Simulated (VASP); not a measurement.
Write the native input for VASP 6.6.1 that does the following.

| Property | Result |
| --- | --- |
| Task | relaxation of cell and atoms |
| Functional | PBEsol |
| Potentials or basis | VASP PAW PBE potentials, release 64 (Si, Ge_d) |
| Cutoff | 600 eV |
| k mesh | 6 × 6 × 5 |
| Occupations | gaussian, width 0.03 eV |
| Spin | no spin polarisation |
| Further INCAR settings | ALGO = Normal; EDIFF = 1e-06; IBRION = 2; EDIFFG = -0.01; NSW = 90; ISIF = 3 |

The structure of Si11Ge5 lies in POSCAR:

```
Si11Ge5
1.0
    0.0000000000      5.4992137500      5.4992137500
    5.4992137500      0.0000000000      5.4992137500
    5.4992137500      5.4992137500      0.0000000000
Si Ge
11 5
Direct
    0.3750000000      0.3750000000      0.3750000000
    0.3750000000      0.8750000000      0.3750000000
    0.3750000000      0.8750000000      0.8750000000
    0.8750000000      0.3750000000      0.3750000000
    0.8750000000      0.3750000000      0.8750000000
    0.8750000000      0.8750000000      0.8750000000
    0.2500000000      0.7500000000      0.2500000000
    0.2500000000      0.7500000000      0.7500000000
    0.7500000000      0.2500000000      0.2500000000
    0.7500000000      0.7500000000      0.2500000000
    0.7500000000      0.7500000000      0.7500000000
    0.3750000000      0.3750000000      0.8750000000
    0.8750000000      0.8750000000      0.3750000000
    0.2500000000      0.2500000000      0.2500000000
    0.2500000000      0.2500000000      0.7500000000
    0.7500000000      0.2500000000      0.7500000000
```

The cell was built by a generator and needn't be a form met in nature.

These files were run (other wordings do the same):

INCAR

```
  ALGO = Normal
  EDIFF = 1E-6
  EDIFFG = -0.01
  ENCUT = 600
  GGA = PS
  IBRION = 2
  ISIF = 3
  ISMEAR = 0
  KPAR = 4
  LASPH = True
  LCHARG = False
  LREAL = False
  LWAVE = False
  NELM = 80
  NSW = 90
  PREC = Accurate
  SIGMA = 0.03
```

KPOINTS

```
k-points
0
Gamma
  6 6 5
```

Potentials or basis: VASP PAW PBE potentials, release 64 (Si, Ge_d).

Run with:

```console
$ cat potpaw_PBE.64/Si/POTCAR potpaw_PBE.64/Ge_d/POTCAR > POTCAR
$ mpirun -np 4 vasp_std > vasp.out
```

It gave:

```yaml
Relaxed_volume: 20.80 Å³/atom
Relaxed_cell: a = 7.779 Å, b = 7.779 Å, c = 7.779 Å, α = 60.00°, β = 60.00°, γ = 60.00°
Space_group_after_relaxing_to_0.05_Å: R3m (No. 160)
Energy_gained_by_relaxing: 5.4 meV/atom
Ionic_steps: 10
Pressure_after_relaxing: 0.0 GPa
Largest_force_after_relaxing: 0.009 eV/Å
Band_gap_on_the_k_mesh: 0.27 eV, direct
```

Caveat: the PAW data sets were made with another functional, which shifts forces and pressure a little; an odd mesh through Γ misses points on the zone boundary, where band edges often lie.

It took 46 min on 4 MPI ranks on Intel(R) Xeon(R) Platinum 8488C (Sapphire Rapids) (shared host), peak memory 1.9 GiB a rank.
